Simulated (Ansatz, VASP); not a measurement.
HfBr in VASP and in Ansatz

```xyz
2
Lattice="3.4217 0.0000 0.0000 0.0000 3.4217 0.0000 0.0000 0.0000 3.4217" Properties=species:S:1:pos:R:3 pbc="T T T"
Hf    0.0000    0.0000    0.0000
Br    1.7109    1.7109    1.7109
```

Change from the starting cell: species swapped into the HoPd type (Pm-3m, No. 221).

Alike in both runs: functional PBE; k mesh 4 × 4 × 4; occupations gaussian, width 0.1 eV; no spin polarisation.

Ansatz relaxed the structure, and its values are those at the end. VASP's run is a single point on that final structure, the one shown.

```csv
,VASP,Ansatz
version,VASP 6.6.1,Ansatz 0.2.0
potentials or method,"VASP PAW PBE potentials, release 64 (Hf_pv, Br)","scalar-relativistic, plane waves, PAW"
plane-wave cutoff (eV),520,420
valence electrons in the cell,17,33
```

|  | VASP | Ansatz | Ansatz less VASP |
| --- | --- | --- | --- |
| gap on the k mesh at the Fermi level (eV) | none | none | - |
| pressure (GPa) | -0.8 | -0.3 | +0.52 |

A gap of «none» marks a metal or a gap that the smearing closes. The two sets of potentials don't hold the same shells in valence.

Caveats: the k mesh is coarse (spacing up to 0.46 Å⁻¹), so the values aren't converged; an odd number of electrons without spin polarisation forces a metal; a magnetic or distorted state may lie lower. Spin-orbit coupling is left out, which matters for the levels of Hf.
